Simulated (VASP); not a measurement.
Write the native input for VASP 6.6.1 that does the following.

```
Task                   : relaxation of cell and atoms
Functional             : PBE
Potentials or basis    : VASP PAW PBE potentials, release 64 (Ti_sv, Ge_d)
Cutoff                 : 520 eV
k mesh                 : 4 × 4 × 4
Occupations            : gaussian, width 0.15 eV
Spin                   : no spin polarisation
Further INCAR settings : PREC = Normal; ALGO = Fast; EDIFF = 0.0001; IBRION = 2; EDIFFG = -0.08; NSW = 24; ISIF = 3
```

The structure of Ti4Ge3 lies in POSCAR:

```
Ti4Ge3
1.0
    0.0000000000      3.8009398400      3.8009398400
    3.8009398400      0.0000000000      3.8009398400
    3.8009398400      3.8009398400      0.0000000000
Ti Ge
4 3
Direct
    0.4007565900      0.7977302300      0.4007565900
    0.4007565900      0.4007565900      0.4007565900
    0.7977302300      0.4007565900      0.4007565900
    0.4007565900      0.4007565900      0.7977302300
    0.2500000000      0.2500000000      0.2500000000
    0.7500000000      0.7500000000      0.7500000000
    0.0000000000      0.0000000000      0.0000000000
```

The cell was built by a generator and needn't be a form met in nature.

The input as run:

INCAR

```
  ALGO = Fast
  EDIFF = 1E-4
  EDIFFG = -0.08
  ENCUT = 520
  GGA = PE
  IBRION = 2
  ISIF = 3
  ISMEAR = 0
  LASPH = True
  LCHARG = False
  LREAL = False
  LWAVE = False
  NELM = 60
  NSW = 24
  PREC = Normal
  SIGMA = 0.15
```

KPOINTS

```
k-points
0
Gamma
  4 4 4
```

Potentials or basis: VASP PAW PBE potentials, release 64 (Ti_sv, Ge_d).

Command:

```bash
$ cat potpaw_PBE.64/Ti_sv/POTCAR potpaw_PBE.64/Ge_d/POTCAR > POTCAR
$ mpirun -np 1 vasp_std > vasp.out
```

It gave:

```json
{"Relaxed volume": "25.12 Å³/atom", "Relaxed cell": "a = 6.288 Å, b = 6.288 Å, c = 6.288 Å, α = 60.00°, β = 60.00°, γ = 60.00°", "Space group after relaxing (to 0.05 Å)": "F-43m (No. 216)", "Energy gained by relaxing": "997.3 meV/atom", "Ionic steps": "8", "Pressure after relaxing": "0.0 GPa", "Largest force after relaxing": "0.027 eV/Å", "Band gap on the k mesh": "none (metal or under the smearing width)"}
```

Caveat: the volume moved by over 15 % at a fixed basis, so the end points are rough.

Wall time 8.3 min on 1 thread of Intel(R) Xeon(R) 6975P-C (Granite Rapids) (shared host), peak memory 0.2 GiB.
